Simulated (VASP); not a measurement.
Computed with LDA (Ceperley-Alder, Perdew-Zunger), VASP's LDA PAW potentials (set 64) (plane waves; VASP 6.6.1). For the first row: Settings: 520 eV cut-off, 8×8×8 Γ-centred mesh, Gaussian smearing of 0.050 eV, potentials Cd Se.

```
system              energy (eV/atom)
------------------  ----------------
CdSe (zinc blende)           -3.3811
Cd atom                      -0.0038
Se atom                      -0.5965
```

Atoms are spin-polarised in a large box without symmetry, with the spin fixed by Hund's rule, and may not be in the lowest state of each functional; no zero-point energy is added.

Q: What is the cohesive energy per atom of CdSe?

A: The references average (1×(-0.0038) + 1×(-0.5965))/2 = -0.3002 eV, so the cohesive energy is -0.3002 − (-3.3811) = 3.081 eV/atom. Measured: 2.463 eV/atom (as given by A. S. Verma et al., Pramana (2010), arXiv:1001.1248).
